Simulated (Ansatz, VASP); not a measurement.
## LaPb3 (Pm-3m, 4 atoms in the cell) computed with different codes at matched settings

Self-consistent single point.

```
LaPb3
1.0
    4.92952     0.00000     0.00000
    0.00000     4.92952     0.00000
    0.00000     0.00000     4.92952
La Pb
1 3
Direct
  0.00000   0.00000   0.00000
  0.00000   0.50000   0.50000
  0.50000   0.00000   0.50000
  0.50000   0.50000   0.00000
```

Shared settings, as Ansatz (an electronic-structure program) writes them: kpoints.mp_grid.grid = 7 7 7; magnetization.spin_orbit = true; scf.occupations.method = gaussian; scf.occupations.width = 0.136 eV. Potentials and cutoffs stand in the table.

| code | model | pressure (GPa) | cutoff |
|---|---|---|---|
| VASP | LDA (PZ), spin-orbit coupling, VASP's LDA PAW potentials (set 64) | -3.66 | 300 eV |
| Ansatz | LDA (PW92) with spin-orbit coupling, PAW files made with PBE | -3.29 | default |

The spread over the programs that give each value: pressure within 0.37 GPa.

Ansatz's pressure is given at a fixed set of plane waves, as the other plane-wave codes print theirs; with its correction for the finite basis it is -3.21 GPa. The same LDA comes in different parametrisations, which differ slightly.

VASP's run is marked for a possible Pulay error in its stress at this cutoff; no cutoff test was made.

The starting cell comes from a database of computed structures (which also holds hypothetical and non-ambient phases and stackings), without a prior relaxation at this level. Its lattice was rescaled by a random factor within 2.5 % of one.

Left out of this page: Elk (with a known weakness of the program); FLEUR (failed or unconverged).

Keys are those of Ansatz 0.2.
